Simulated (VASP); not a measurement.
Take CdSe (wurtzite), against free atoms with fixed spin and no zero-point term, in VASP with PAW potentials, and its cohesive energy.

### Question
One run gives 3.08 eV/atom. Which level is it?
A) PBEsol
B) r2SCAN
C) PBE
D) LDA

### Answer
D, LDA.  The others give 2.54 (r2SCAN), 2.30 (PBE), 2.65 (PBEsol).

Only levels that ran to the end are used. Left out are those held back, those with too coarse a band path, GW runs whose mesh misses a band edge, hybrids' fits of cells that aren't cubic and levels without matching references; a question may draw on a part of the rest.
